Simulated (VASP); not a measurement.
Runs of VASP 6.6.1 on TiRh. All rows change the cell; the cell of one of them follows. The structure is tetragonal, space group P4/mmm (No. 123). The conventional cell has a = 2.959 Å, b = 2.959 Å, c = 3.115 Å, α = 90.00°, β = 90.00°, γ = 90.00°. Around Ti (site symmetry 4/mmm) lie 8 Rh at 2.61 Å and 4 Ti at 2.96 Å. Rh (site symmetry 4/mmm) has 8 Ti at 2.61 Å and 4 Rh at 2.96 Å as nearest neighbours. The cell comes from a database or a generator and needn't be the stable form of this composition.

```csv
cell,gap on the mesh (eV),pressure (GPa)
"strain -0.050 along x and y, +0.000 along z, atoms carried along",none,8.3
"strain -0.050 along x and y, +0.050 along z, atoms carried along",none,-3.3
"strain +0.050 along x and y, -0.050 along z, atoms carried along",none,(a)
"strain +0.000 along x and y, +0.050 along z, atoms carried along",none,-19.9
```

Alike in all rows: task single point; level LDA; potentials or basis VASP PAW LDA potentials, release 64 (Ti_sv, Rh_pv); no spin polarisation; k mesh 16 × 16 × 16; cutoff (eV) 520; smearing gaussian 0.15 eV.

**Question.** Fill in the values left out.

**Answer.** (a) -19.5.

Caveats: so large a pressure means that the cell lies far from this level's equilibrium, or that cutoff or potentials fall short (some runs).

A k mesh can miss the band edges, and the runs leave out spin-orbit coupling on Rh.

A gap of «none» marks a metal or a gap under the smearing width.
